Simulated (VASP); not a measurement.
Consider the following.

```xyz
2
Lattice="0.0000 2.2163 2.2163 2.2163 0.0000 2.2163 2.2163 2.2163 0.0000" Properties=species:S:1:pos:R:3 pbc="T T T"
Al     0.0000     0.0000     0.0000
N      1.1081     1.1081     1.1081
```

Calculation: PBEsol GGA, VASP's PBE PAW potentials (set 64) (plane waves; VASP). Settings: 400 eV cut-off, 13×13×13 Γ-centred mesh, Fermi-Dirac smearing of 0.020 eV, potentials Al N.

**Question.** Give the energies of bands 2 to 6 at the high-symmetry points, in eV from the valence-band maximum.

**Answer.** 
| band | Γ | X | U | L | W |
|---|---|---|---|---|---|
| 2 | 0.00 | -4.82 | -4.20 | -5.73 | -3.75 |
| 3 | 0.00 | -1.74 | -3.55 | -0.48 | -3.34 |
| 4 | 0.00 | -1.74 | -1.35 | -0.48 | -2.64 |
| 5 | 3.75 | 3.17 | 4.96 | 6.89 | 5.85 |
| 6 | 12.04 | 8.22 | 9.67 | 9.48 | 11.03 |

The gap is indirect, 3.17 eV, from the valence maximum at K-Γ at 0.89 to the conduction minimum at X.

The structure is a typed AlN crystal (F-43m). The cell was not relaxed at this level.
